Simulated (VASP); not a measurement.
Consider the following.

```
NiSi2
1.0
    3.81758     0.00000     0.00000
    0.00000     5.39888     0.00000
    0.00000     0.00000    26.42190
Si Ni
12 6
Direct
  0.50000   0.25000   0.31939
  0.00000   0.25000   0.39164
  0.00000   0.75000   0.39164
  0.50000   0.75000   0.31939
  0.50000   0.25000   0.46388
  0.00000   0.25000   0.53612
  0.00000   0.75000   0.53612
  0.50000   0.75000   0.46388
  0.50000   0.25000   0.60836
  0.00000   0.25000   0.68061
  0.00000   0.75000   0.68061
  0.50000   0.75000   0.60836
  0.00000   0.00000   0.31939
  0.50000   0.50000   0.39164
  0.00000   0.00000   0.46388
  0.50000   0.50000   0.53612
  0.00000   0.00000   0.60836
  0.50000   0.50000   0.68061
```

Calculation: PBEsol GGA, VASP's PBE PAW potentials (set 64) (plane waves; VASP). Settings: PREC = Normal, LREAL = Auto, EDIFF = 1E-5, 400 eV cut-off, 7×5×1 Γ-centred mesh, first-order Methfessel-Paxton smearing of 0.10 eV, potentials Si Ni.

Task: The ions are relaxed. Give the cell that the relaxation ends in.

Result: 
```
NiSi2
1.0
    3.81758     0.00000     0.00000
    0.00000     5.39888     0.00000
    0.00000     0.00000    26.42190
Si Ni
12 6
Direct
  0.50000   0.26391   0.31941
  0.00000   0.24889   0.38928
  0.00000   0.75111   0.38928
  0.50000   0.73609   0.31941
  0.50000   0.24925   0.46535
  0.00000   0.25075   0.53465
  0.00000   0.74925   0.53465
  0.50000   0.75075   0.46535
  0.50000   0.25111   0.61072
  0.00000   0.23609   0.68059
  0.00000   0.76391   0.68059
  0.50000   0.74889   0.61072
  0.00000   0.00000   0.32034
  0.50000   0.50000   0.39596
  0.00000   0.00000   0.46188
  0.50000   0.50000   0.53812
  0.00000   0.00000   0.60404
  0.50000   0.50000   0.67966
```

Task: How much energy does the relaxation gain?

Result: The energy (σ→0) changes by -16.4 meV/atom, in 11 ionic steps.

The cell is a thin slab with vacuum, built from NiSi2 (fluorite): (110) face. The run is not spin-polarised, so no magnetic state was tried.
